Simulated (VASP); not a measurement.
# OInCl2H in VASP: notebook, part 2 of 2

VASP 6.6.1. The steps go on from the part before.

**4. Atomic charges, PBE+TS**

INCAR

```
SYSTEM = InHCl2O
PREC = Accurate ; ENCUT = 520
EDIFF = 1E-6 ; ISMEAR = 0
SIGMA = 0.01 ; LREAL = .False.
LASPH = .True. ; NELM = 80
ALGO = Normal ; ISIF = 2
LWAVE = .False. ; LCHARG = .False.
GGA = PE ; IVDW = 2
LORBIT = 11
```

KPOINTS

```
regular mesh
0
Gamma
  1 1 1
  0 0 0
```

POSCAR

```
InHCl2O
1.0
   13.0000000000      0.0000000000      0.0000000000
    0.0000000000     13.0000000000      0.0000000000
    0.0000000000      0.0000000000     12.0000000000
O In Cl H
1 1 2 1
Direct
    0.4687846200      0.6112615400      0.4976791700
    0.4887769200      0.4617923100      0.5007125000
    0.6280461500      0.3935076900      0.5941041700
    0.3739538500      0.3565076900      0.4115625000
    0.5219692300      0.6467230800      0.5380458300
```

Potentials or basis: VASP PAW PBE potentials, release 64 (O, In_d, Cl, H).

Started as:

```bash
$ cat potpaw_PBE.64/O/POTCAR potpaw_PBE.64/In_d/POTCAR potpaw_PBE.64/Cl/POTCAR potpaw_PBE.64/H/POTCAR > POTCAR
$ mpirun -np 1 vasp_gam > vasp.out
```

OUTCAR:

```text
SYSTEM = InHCl2O
   PREC = Accurate
   ENCUT = 520
   EDIFF = 1E-6
   ISMEAR = 0
   LREAL = .False.
   LASPH = .True.
   NELM = 80
   ISIF = 2
   GGA = PE
   IVDW = 2
   LORBIT = 11
  IVDW =   2

 ion  position               nearest neighbor table
   1  0.469  0.611  0.498-   5 0.96   2 1.96
   2  0.489  0.462  0.501-   1 1.96   4 2.29   3 2.31
   3  0.628  0.394  0.594-   2 2.31
   4  0.374  0.357  0.412-   2 2.29
   5  0.522  0.647  0.538-   1 0.96

  LATTYP: Found a simple tetragonal cell.
 ALAT       =    13.0000000000
 C/A-ratio  =     0.9230769231

  Lattice vectors:

 A1 = (  13.0000000000,   0.0000000000,   0.0000000000)
 A2 = (   0.0000000000,  13.0000000000,   0.0000000000)
 A3 = (   0.0000000000,   0.0000000000,  12.0000000000)

Analysis of symmetry for initial positions (statically):
=====================================================================
 Subroutine PRICEL returns:
 Original cell was already a primitive cell.

 Routine SETGRP: Setting up the symmetry group for a
 simple tetragonal supercell.

 Subroutine GETGRP returns: Found  1 space group operations
 (whereof  1 operations were pure point group operations)
 out of a pool of 16 trial point group operations.

The static configuration has the point symmetry C_1 .

Analysis of symmetry for dynamics (positions and initial velocities):
=====================================================================
 Subroutine PRICEL returns:
 Original cell was already a primitive cell.

 Routine SETGRP: Setting up the symmetry group for a
 simple tetragonal supercell.

 Subroutine GETGRP returns: Found  1 space group operations
 (whereof  1 operations were pure point group operations)
 out of a pool of 16 trial point group operations.

The dynamic configuration has the point symmetry C_1 .

 Subroutine INISYM returns: Found  1 space group operations
[... 115 lines left out ...]
 NGX is ok and might be reduce to    98
   NGX = 49   NGY = 49   NGZ = 45

 number of electron      33.9999997 magnetization

 Free energy of the ion-electron system (eV)
  ---------------------------------------------------
  ext. energy  EPLUGINS =         0.00000000
  ---------------------------------------------------
  free energy    TOTEN  =       -18.88697895 eV

  energy without entropy =      -18.88697895  energy(sigma->0) =      -18.88697895

 E-fermi :  -7.2305     XC(G=0):  -0.8377

 val. band max:       -7.3019011934   @ k =   0.0000   0.0000   0.0000
 cond. band min:      -3.1101289204   @ k =   0.0000   0.0000   0.0000
 fundamental gap:      4.1917722730
 Fermi energy:        -7.2304767104

 k-point     1 :       0.0000    0.0000    0.0000
  band No.  band energies     occupation
      1     -24.5431      2.00000
      2     -20.9013      2.00000
      3     -20.7913      2.00000
      4     -19.8929      2.00000
      5     -19.8204      2.00000
      6     -19.6539      2.00000
[... 13 lines left out ...]
     20      -0.3075      0.00000
     21       0.0983      0.00000

------------------------ aborting loop because EDIFF is reached ----------------------------------------

  Hirshfeld charges:
            ion         q(e)
   ------------------------------
      1     O       -0.34122677
      2     In       0.61158585
      3     Cl      -0.21190405
      4     Cl      -0.19191329
      5     H        0.13345826

  Tkatchenko/Scheffler method for vdW energy calculation

  Number of pair interactions contributing to vdW energy:    3855

  Edisp (eV):   -0.03363

  FORCE on cell =-STRESS in cart. coord.  units (eV):
  Direction    XX          YY          ZZ          XY          YZ          ZX
  --------------------------------------------------------------------------------------
  -------------------------------------------------------------------------------------
  Total       1.04270     1.59161     0.41690     0.07695     0.16487     0.74187
  in kB       0.82377     1.25742     0.32936     0.06079     0.13025     0.58610
  external pressure =        0.80 kB  Pullay stress =        0.00 kB

 VOLUME and BASIS-vectors are now :
 -----------------------------------------------------------------------------
  energy-cutoff  :      520.00
  volume of cell :     2028.00
      direct lattice vectors                 reciprocal lattice vectors
    13.000000000  0.000000000  0.000000000     0.076923077  0.000000000  0.000000000
     0.000000000 13.000000000  0.000000000     0.000000000  0.076923077  0.000000000
     0.000000000  0.000000000 12.000000000     0.000000000  0.000000000  0.083333333

 POSITION                                       TOTAL-FORCE (eV/Angst)
 -----------------------------------------------------------------------------------
      6.09420      7.94640      5.97215        -0.548710      0.301308     -0.337803
      6.35410      6.00330      6.00855         0.046956     -0.284567      0.010610
      8.16460      5.11560      7.12925         0.260824     -0.134718      0.162233
      4.86140      4.63460      4.93875        -0.209868     -0.180659     -0.150126
      6.78560      8.40740      6.45655         0.450799      0.298635      0.315086
 -----------------------------------------------------------------------------------
    total drift:                                0.000801     -0.000563     -0.001015

  FREE ENERGIE OF THE ION-ELECTRON SYSTEM (eV)
  ---------------------------------------------------
  free  energy   TOTEN  =       -18.9206132242 eV

  energy  without entropy=      -18.9206132242  energy(sigma->0) =      -18.92061322

 total charge

# of ion       s       p       d       tot
------------------------------------------
    1        1.569   3.507   0.000   5.076
    2        0.772   0.694   9.987  11.452
    3        1.604   3.500   0.000   5.104
    4        1.604   3.499   0.000   5.103
    5        0.633   0.131   0.000   0.764
--------------------------------------------------
tot          6.182  11.330   9.987  27.499
```

Run time: 3.5 min. Hardware: 1 thread of Intel Xeon Platinum 8375C at 2.90GHz (Ice Lake), shared host; peak memory 1.5 GiB.

Results:

* Free energy: -18.9206 eV
* Largest force: 0.711 eV/Å
* Gap between the frontier levels: 4.19 eV
* Valence electrons inside the program's atomic spheres: O 5.08; In 11.45; Cl 5.10; H 0.76
* Hirshfeld charges: O -0.34; In +0.61; Cl -0.21, -0.19; H +0.13 e
* Dispersion energy per atom: -0.007 eV

Forces in eV/Å, atoms in the order of the input:
```
O   -0.549  0.301 -0.338
In   0.047 -0.285  0.011
Cl   0.261 -0.135  0.162
Cl  -0.210 -0.181 -0.150
H    0.451  0.299  0.315
```

Caveat: spin-orbit coupling is left out, which moves the levels of the heavy elements. As with any semilocal functional, this PBE gap is likely too small.

**5. The reference run**

An earlier run on the cell as given: functional PBE; potentials or basis VASP PAW PBE potentials, release 64 (O, In_d, Cl, H); cutoff 520 eV; k mesh 1 × 1 × 1; occupations gaussian, width 0.01 eV; no spin polarisation.

- Largest force: 0.716 eV/Å
- Gap between the frontier levels: 4.19 eV

**6. The runs side by side**

| task | level | cell | gap on the mesh (eV) | largest force (eV/Å) |
| --- | --- | --- | --- | --- |
| single point | PBE | atoms moved at random, drawn with an rms of 0.05 Å | 4.09 | 0.64 |
| relaxation of the atoms | PBE | atoms relaxed from: atoms moved at random, drawn with an rms of 0.02 Å | 3.96 | 0.01 |
| atomic charges | PBE+TS | as given | 4.19 | 0.71 |
| single point | PBE | as given | 4.19 | 0.72 |

Alike in all rows: potentials or basis VASP PAW PBE potentials, release 64 (O, In_d, Cl, H); no spin polarisation; k mesh 1 × 1 × 1; cutoff (eV) 520; smearing gaussian 0.01 eV.

Caveats: spin-orbit coupling is left out, which moves the levels of the heavy elements.

Total energies depend on the potentials used, so only differences within one code and one set of settings carry meaning.
